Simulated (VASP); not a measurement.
Ge:

```
Ge
1.0
     0.00000    2.82891    2.82891
     2.82891    0.00000    2.82891
     2.82891    2.82891    0.00000
Ge
2
Direct
  0.00000 0.00000 0.00000
  0.25000 0.25000 0.25000
```

| Property | Result |
| --- | --- |
| Program | VASP 6.6.1 |
| Task | relaxation of cell and atoms |
| Functional | PBE |
| Potentials or basis | VASP PAW PBE potentials, release 64 (Ge_d) |
| Cutoff | 520 eV |
| k mesh | 10 × 10 × 10 |
| Occupations | gaussian, width 0.02 eV |
| Spin | no spin polarisation |

At the start: pressure 3.5 GPa; volume 22.64 Å³/atom.

Problem. How do energy, volume and symmetry change on relaxing?

Solution. Over 11 steps the energy falls by 13.0 meV/atom and the volume is 23.87 Å³/atom (+5.4 %); space group Fd-3m (No. 227, to 0.05 Å).

Step by step:
| step | energy change (eV) | largest force (eV/Å) | pressure (GPa) | volume (Å³) |
| --- | --- | --- | --- | --- |
| 1 | 0.0000 | 0.0000 | 3.51 | 45.28 |
| 2 | -0.0229 | 0.0000 | -1.40 | 48.61 |
| 3 | -0.0259 | 0.0000 | 0.03 | 47.69 |
| 4 | -0.0259 | 0.0000 | -0.08 | 47.74 |
| 5 | -0.0259 | 0.0000 | 0.13 | 47.67 |
| 6 | -0.0259 | 0.0000 | -0.03 | 47.71 |
| 7 | -0.0259 | 0.0000 | 0.21 | 47.70 |
| 8 | -0.0259 | 0.0000 | -0.09 | 47.70 |
| 9 | -0.0259 | 0.0000 | 0.10 | 47.70 |
| 10 | -0.0259 | 0.0000 | 0.14 | 47.70 |
| 11 | -0.0259 | 0.0000 | 0.01 | 47.74 |

Final structure:
```xyz
2
Lattice="0.0000 2.8793 2.8793 2.8793 0.0000 2.8793 2.8793 2.8793 0.0000" Properties=species:S:1:pos:R:3 pbc="T T T"
Ge    0.0000    0.0000    0.0000
Ge    1.4397    1.4397    1.4397
```
